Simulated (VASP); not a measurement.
# Al3Si2F (Immm) in VASP: a series of runs, part 2 of 2

VASP 6.6.1. The steps go on from the part before.

### 3 Relaxation of cell and atoms, PBE

This run uses another cell than the first one, of 17.33 Å³/atom, 1.037 times its volume.

INCAR

```
SYSTEM = Al3Si2F
  ALGO = Normal
  EDIFF = 1E-7
  EDIFFG = -0.005
  ENCUT = 520
  GGA = PE
  IBRION = 2
  ISIF = 3
  ISMEAR = 0
  KPAR = 8
  LASPH = .True.
  LCHARG = .False.
  LREAL = .False.
  LWAVE = .False.
  NELM = 120
  NSW = 60
  POTIM = 0.3
  PREC = Accurate
  SIGMA = 0.1
```

KPOINTS

```
k-points
0
Gamma
  10 10 10
  0 0 0
```

POSCAR

```
Al3Si2F                                 
1.0
   -2.0200230823      1.9568796689      6.5755027641
    2.0200230823     -1.9568796689      6.5755027641
    2.0200230823      1.9568796689     -6.5755027641
  Al              Si              F             
     3     2     1
Direct
     0.7500542846556474    0.2500542846556473    0.5000000000000000
     0.2499457153443527    0.7499457153443526    0.5000000000000000
     0.5000000000000000    0.0000000000000000    0.5000000000000000
     0.6310974306880236    0.6310974306880236    0.0000000000000000
     0.3689025693119770    0.3689025693119770    0.0000000000000000
     0.0000000000000000    0.0000000000000000    0.0000000000000000
```

Potentials or basis: VASP PAW PBE potentials, release 64 (Al, Si, F).

The run is started by

```console
cat potpaw_PBE.64/Al/POTCAR potpaw_PBE.64/Si/POTCAR potpaw_PBE.64/F/POTCAR > POTCAR
mpirun -np 8 vasp_std > vasp.out
```

OUTCAR:

```text
SYSTEM = Al3Si2F
   EDIFF = 1E-7
   EDIFFG = -0.005
   ENCUT = 520
   GGA = PE
   IBRION = 2
   ISIF = 3
   ISMEAR = 0
   LASPH = .True.
   LREAL = .False.
   NELM = 120
   NSW = 60
   POTIM = 0.3
   PREC = Accurate

 ion  position               nearest neighbor table
   1  0.750  0.250  0.500-   5 2.50   5 2.50   4 2.55   4 2.55   2 2.81   2 2.81   2 2.81   2 2.81
                             3 3.29
   2  0.250  0.750  0.500-   4 2.50   4 2.50   5 2.55   5 2.55   1 2.81   1 2.81   1 2.81   1 2.81
                             3 3.29
   3  0.500  0.000  0.500-   6 1.96   6 1.96   4 2.66   5 2.66   5 2.66   4 2.66   2 3.29   1 3.29

   4  0.631  0.631  0.000-   2 2.50   2 2.50   1 2.55   1 2.55   3 2.66   3 2.66
   5  0.369  0.369  0.000-   1 2.50   1 2.50   2 2.55   2 2.55   3 2.66   3 2.66
   6  0.000  0.000  0.000-   3 1.96   3 1.96

  LATTYP: Found a body centered orthorhombic cell.
 ALAT       =     3.9137593378
 B/A-ratio  =     1.0322673971
 C/A-ratio  =     3.3601978030

  Lattice vectors:

 A1 = (  -2.0200230823,  -1.9568796689,   6.5755027641)
 A2 = (   2.0200230823,   1.9568796689,   6.5755027641)
 A3 = (  -2.0200230823,   1.9568796689,  -6.5755027641)

Analysis of symmetry for initial positions (statically):
=====================================================================
 Subroutine PRICEL returns:
 Original cell was already a primitive cell.

 Routine SETGRP: Setting up the symmetry group for a
 body centered orthorhombic supercell.

 Subroutine GETGRP returns: Found  8 space group operations
 (whereof  8 operations were pure point group operations)
 out of a pool of  8 trial point group operations.

The static configuration has the point symmetry D_2h.

Analysis of symmetry for dynamics (positions and initial velocities):
=====================================================================
 Subroutine PRICEL returns:
 Original cell was already a primitive cell.

 Routine SETGRP: Setting up the symmetry group for a
 body centered orthorhombic supercell.

 Subroutine GETGRP returns: Found  8 space group operations
 (whereof  8 operations were pure point group operations)
 out of a pool of  8 trial point group operations.

The dynamic configuration has the point symmetry D_2h.

 Subroutine INISYM returns: Found  8 space group operations
 (whereof  8 operations are pure point group operations),
 and found     1 'primitive' translations

----------------------------------------------------------------------------------------

                                     Primitive cell

  volume of cell :     103.9703

  direct lattice vectors                    reciprocal lattice vectors
    -2.020023082  1.956879669  6.575502764     0.000000000  0.255508812  0.076039813
     2.020023082 -1.956879669  6.575502764     0.247521924  0.000000000  0.076039813
     2.020023082  1.956879669 -6.575502764     0.247521924  0.255508812  0.000000000

  length of vectors
     7.151720625  7.151720625  7.151720625     0.266583582  0.258938518  0.355741277

  position of ions in fractional coordinates (direct lattice)
     0.750054285  0.250054285  0.500000000
     0.249945715  0.749945715  0.500000000
     0.500000000  0.000000000  0.500000000
[... 81 lines left out ...]
   LASPH  =      T    aspherical Exc in radial PAW
   ENCUT  =  520.0 eV  38.22 Ry    6.18 a.u.  13.30 13.30 13.30*2*pi/ulx,y,z
   NELM   =    120;   NELMIN=  2; NELMDL= -5     # of ELM steps
   EDIFF  = 0.1E-06   stopping-criterion for ELM
   LREAL  =      F    real-space projection
   EDIFFG = -.5E-02   stopping-criterion for IOM
   NSW    =     60    number of steps for IOM
   IBRION =      2    ionic relax: 0-MD 1-quasi-New 2-CG
   NFREE  =      1    steps in history (QN), initial steepest desc. (CG)
   ISIF   =      3    stress and relaxation
   ISYM   =      2    0-nonsym 1-usesym 2-fastsym
   POTIM  = 0.3000    time-step for ionic-motion
   TEBEG  =    0.0;   TEEND  =   0.0 temperature during run
   PSTRESS=    0.0 pullay stress
   NELECT =      24.0000    total number of electrons
   NUPDOWN=      -1.0000    fix difference up-down
   EMIN   =  10.00;   EMAX   =-10.00  energy-range for DOS
   EFERMI =   0.00;   METHOD = LEGACY
   ISMEAR =     0;   SIGMA  =   0.10  broadening in eV -4-tet -1-fermi 0-gaus
   EFERMI_NEDOS =   21; number of points for ismear=-14 and -15
   IALGO  =     38    algorithm
   IMIX   =      4    mixing-type and parameters
     AMIX     =   0.40;   BMIX     =  1.00
     AMIX_MAG =   1.60;   BMIX_MAG =  1.00
  volume/ion in A,a.u.               =      17.33       116.94
  Fermi-wavevector in a.u.,A,eV,Ry     =   1.004251  1.897758 13.721738  1.008519
  Thomas-Fermi vector in A             =   2.136854
   LORBIT       =      0    0 simple, 1 ext, 2 COOP (PROOUT), +10 PAW based schemes
   GGA     = PE    functional components
   LHFCALC =     F    Hartree Fock is set to
   AEXX    =    0.0000 exact exchange contribution
   IVDW    =     0    specifies the selected vdW correction
   LEPSILON=     F    determine dielectric tensor
   LRPA    =     F    only Hartree local field effects (RPA)
 conjugate gradient relaxation of ions
 non-spin polarized calculation
 Gauss-broadening in eV      SIGMA  =   0.10
  energy-cutoff  :      520.00
  volume of cell :      103.97
 maximum number of plane-waves:      2833
 NGX is ok and might be reduce to    54
   NGX = 27   NGY = 27   NGZ = 27

--------------------------------------- Ionic step        1  -------------------------------------------

 number of electron      23.9999995 magnetization

 Free energy of the ion-electron system (eV)
  ---------------------------------------------------
  ext. energy  EPLUGINS =         0.00000000
  ---------------------------------------------------
  free energy    TOTEN  =       -26.88444591 eV

  energy without entropy =      -26.87611837  energy(sigma->0) =      -26.88028214

------------------------ aborting loop because EDIFF is reached ----------------------------------------

  FORCE on cell =-STRESS in cart. coord.  units (eV):
  Direction    XX          YY          ZZ          XY          YZ          ZX
  --------------------------------------------------------------------------------------
  -------------------------------------------------------------------------------------
  Total        0.6609462      0.0787902      0.8252880      0.0000000      0.0000000      0.0000000
  in kB       10.1851468      1.2141527     12.7176452      0.0000000      0.0000000      0.0000000
  external PRESSURE =       8.0389816 kB  Pullay stress =       0.0000000 kB
[... 101 lines left out ...]
  FREE ENERGIE OF THE ION-ELECTRON SYSTEM (eV)
  ---------------------------------------------------
  free  energy   TOTEN  =       -26.8888916044 eV

  energy  without entropy=      -26.8800960450  energy(sigma->0) =      -26.88449382

[... ionic steps 4 to 8 ...]

--------------------------------------- Ionic step        9  -------------------------------------------

 number of electron      23.9999998 magnetization

------------------------ aborting loop because EDIFF is reached ----------------------------------------
[... 75 lines left out ...]
--------------------------------------- Ionic step       11  -------------------------------------------

 number of electron      23.9999998 magnetization

 Free energy of the ion-electron system (eV)
  ---------------------------------------------------
  ext. energy  EPLUGINS =         0.00000000
  ---------------------------------------------------
  free energy    TOTEN  =       -26.89164771 eV

  energy without entropy =      -26.88242646  energy(sigma->0) =      -26.88703709

 E-fermi :   5.9120     XC(G=0):  -9.5223

 val. band max:        5.9098022179   @ k =  -0.3000   0.5000   0.3000
 cond. band min:       5.9233075226   @ k =   0.5000   0.5000   0.1000
 fundamental gap:      0.0135053047
 Fermi energy:         5.9120080151

 k-point     1 :       0.0000    0.0000    0.0000
  band No.  band energies     occupation
      1     -18.9493      2.00000
      2      -5.1082      2.00000
      3      -2.5326      2.00000
      4      -2.0349      2.00000
      5      -0.2610      2.00000
      6      -0.0660      2.00000
[... 433 lines left out ...]
      3      -2.5957      2.00000
      4      -1.9969      2.00000
      5      -0.1684      2.00000
      6      -0.1654      2.00000
[... 8 lines left out ...]
     15       8.4956      0.00000
     16       9.2181      0.00000

 [... further k-points ...]

------------------------ aborting loop because EDIFF is reached ----------------------------------------

  FORCE on cell =-STRESS in cart. coord.  units (eV):
  Direction    XX          YY          ZZ          XY          YZ          ZX
  --------------------------------------------------------------------------------------
  -------------------------------------------------------------------------------------
  Total        0.0126825     -0.0153875      0.0026055      0.0000000      0.0000000      0.0000000
  in kB        0.1928431     -0.2339744      0.0396183      0.0000000      0.0000000      0.0000000
  external PRESSURE =      -0.0005044 kB  Pullay stress =       0.0000000 kB
[... 21 lines left out ...]
  FREE ENERGIE OF THE ION-ELECTRON SYSTEM (eV)
  ---------------------------------------------------
  free  energy   TOTEN  =       -26.8916477122 eV

  energy  without entropy=      -26.8824264591  energy(sigma->0) =      -26.88703709

 reached required accuracy - stopping structural energy minimisation
```

Wall time 18 min (8 MPI ranks of Intel Xeon Platinum 8259CL at 2.50GHz (Skylake/Cascade Lake), shared host); peak memory 0.63 GiB.

What came out:

* Free energy: -26.8916 eV
* Relaxed volume: 17.56 Å³/atom
* Relaxed cell: a = 7.261 Å, b = 7.261 Å, c = 7.261 Å, α = 147.72°, β = 148.87°, γ = 45.46°
* Space group after relaxing (to 0.05 Å): Immm (No. 71)
* Energy gained by relaxing: 1.2 meV/atom
* Ionic steps: 11
* Pressure after relaxing: 0.0 GPa
* Band gap on the k mesh: none (metal or under the smearing width)

Forces on the atoms (eV/Å):
```
Al   0.000  0.000 -0.003
Al   0.000  0.000  0.003
Al   0.000  0.000  0.000
Si   0.000  0.000  0.001
Si   0.000  0.000 -0.001
F    0.000  0.000  0.000
```

The path:
| step | energy change (eV) | largest force (eV/Å) | pressure (GPa) | volume (Å³) |
| --- | --- | --- | --- | --- |
| 1 | 0.0000 | 0.0077 | 0.80 | 103.97 |
| 2 | -0.0038 | 0.0248 | 0.22 | 104.76 |
| 3 | -0.0044 | 0.0416 | -0.19 | 105.33 |
| 4 | -0.0045 | 0.0402 | -0.16 | 105.29 |
| 5 | -0.0052 | 0.0255 | -0.08 | 105.24 |
| 6 | -0.0059 | 0.0478 | 0.08 | 105.15 |
| 7 | -0.0066 | 0.0354 | 0.06 | 105.23 |
| 8 | -0.0072 | 0.0068 | 0.00 | 105.40 |
| 9 | -0.0072 | 0.0088 | 0.00 | 105.39 |
| 10 | -0.0072 | 0.0060 | 0.00 | 105.38 |
| 11 | -0.0072 | 0.0030 | 0.00 | 105.37 |

Final structure:
```cif
data_structure
_symmetry_space_group_name_H-M 'P 1'
_symmetry_Int_Tables_number 1
_cell_length_a 7.2614
_cell_length_b 7.2614
_cell_length_c 7.2614
_cell_angle_alpha 147.718
_cell_angle_beta 148.872
_cell_angle_gamma 45.457
_cell_volume 105.37
loop_
_atom_site_label
_atom_site_type_symbol
_atom_site_fract_x
_atom_site_fract_y
_atom_site_fract_z
_atom_site_occupancy
Al1 Al 0.74946 0.24946 0.50000 1
Al2 Al 0.25054 0.75054 0.50000 1
Al3 Al 0.50000 0.00000 0.50000 1
Si1 Si 0.63165 0.63165 0.00000 1
Si2 Si 0.36835 0.36835 0.00000 1
F1 F 0.00000 0.00000 0.00000 1
```
